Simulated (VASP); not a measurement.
Set up this calculation in VASP 6.6.1, as the native input.

- Task: relaxation of cell and atoms
- Functional: PBE
- Dispersion: D3(BJ)
- Potentials or basis: VASP PAW PBE potentials, release 64 (Sn_d, Se)
- Cutoff: 600 eV
- k mesh: 9 × 9 × 5
- Occupations: gaussian, width 0.03 eV
- Spin: no spin polarisation
- Further INCAR settings: ALGO = Normal; EDIFF = 1e-06; IBRION = 2; EDIFFG = -0.01; NSW = 90; ISIF = 3

The structure of SnSe2 lies in POSCAR:

```
SnSe2
1.0
    3.8110000000      0.0000000000      0.0000000000
   -1.9055000000      3.3004228100      0.0000000000
    0.0000000000      0.0000000000      6.1360000000
Sn Se
1 2
Direct
    0.0000000000      0.0000000000      0.0000000000
    0.3333333300      0.6666666700      0.2490000000
    0.6666666700      0.3333333300      0.7510000000
```

The input as run:

INCAR

```
SYSTEM = SnSe2
PREC     = Accurate       ! precision mode
ENCUT    = 600            ! plane-wave cutoff, eV
EDIFF    = 1E-6           ! SCF threshold, eV
ISMEAR   = 0              ! smearing method
SIGMA    = 0.03           ! smearing width, eV
LREAL    = .False.        ! projectors in reciprocal space
LASPH    = .True.         ! aspherical terms in the spheres
NELM     = 80             ! most SCF steps
ALGO     = Normal         ! electronic algorithm
ISIF     = 3              ! what is computed and relaxed
LWAVE    = .False.        ! write WAVECAR
LCHARG   = .False.        ! write CHGCAR
GGA      = PE             ! functional
IVDW     = 12             ! dispersion correction
IBRION   = 2              ! ionic algorithm
NSW      = 90             ! ionic steps
EDIFFG   = -0.01          ! ionic threshold
```

KPOINTS

```
Automatic mesh
0
Gamma
  9 9 5
  0 0 0
```

Potentials or basis: VASP PAW PBE potentials, release 64 (Sn_d, Se).

Run with:

```console
$ cat potpaw_PBE.64/Sn_d/POTCAR potpaw_PBE.64/Se/POTCAR > POTCAR
$ mpirun -np 1 vasp_std > vasp.out
```

It gave:

- Relaxed volume: 25.57 Å³/atom
- Relaxed cell: a = 3.839 Å, b = 3.839 Å, c = 6.009 Å, α = 90.00°, β = 90.00°, γ = 120.00°
- Space group after relaxing (to 0.05 Å): P-3m1 (No. 164)
- Energy gained by relaxing: 22.5 meV/atom
- Ionic steps: 15
- Pressure after relaxing: 0.0 GPa
- Largest force after relaxing: 0.009 eV/Å
- Band gap on the k mesh: 0.43 eV, indirect (least direct gap 0.82 eV)
- Dispersion energy per atom: -0.364 eV

Caveat: spin-orbit coupling is left out, which moves the levels of the heavy elements; an odd mesh through Γ misses points on the zone boundary, where band edges often lie.

Run time: 3.8 min on 1 thread of AMD EPYC 9R45 96-Core Processor (Zen 5) (shared host), peak memory 0.25 GiB.
